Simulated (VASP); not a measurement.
Consider the following.

```xyz
2
Lattice="0.0000 2.1727 2.1727 2.1727 0.0000 2.1727 2.1727 2.1727 0.0000" Properties=species:S:1:pos:R:3 pbc="T T T"
Al     0.0000     0.0000     0.0000
N      1.0863     1.0863     1.0863
```

These are rev-vdW-DF2, VASP's PBE PAW potentials (set 64) (plane waves; VASP 6.6.1) values and carry that method's errors. Numerical set-up: 520 eV cut-off, 10×10×10 Γ-centred mesh, Gaussian smearing of 0.050 eV, potentials Al N.

Q: Give the stress tensor in GPa (positive for a compressed cell).

A: 
```
6.40  0.00  0.00
0.00  6.40  0.00
0.00  0.00  6.40
```
The pressure is its mean diagonal, 6.40 GPa.

The compound is AlN in the zinc blende structure, a metastable form; wurtzite is the usual one. This cell is one point of a volume scan, at 0.97 of the reference volume.
